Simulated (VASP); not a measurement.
Method: rev-vdW-DF2, VASP's PBE PAW potentials (set 64) (plane waves; VASP 6.6.1). For the first row: Run with 520 eV cut-off, 8×8×8 Γ-centred mesh, first-order Methfessel-Paxton smearing of 0.10 eV, potentials Sc_sv Al.

| system | energy (eV/atom) |
|---|---|
| Al$_{3}$Sc (L1_2) | -3.4225 |
| Sc (hcp) | -3.8932 |
| Al (fcc) | -2.6314 |

The references are the elements' solids at the same level; no temperature or zero-point terms are added.

Problem. What is the formation energy per atom of Al$_{3}$Sc?

Solution. The references average (1×(-3.8932) + 3×(-2.6314))/4 = -2.9469 eV, so the formation energy is -3.4225 − (-2.9469) = -0.476 eV/atom.
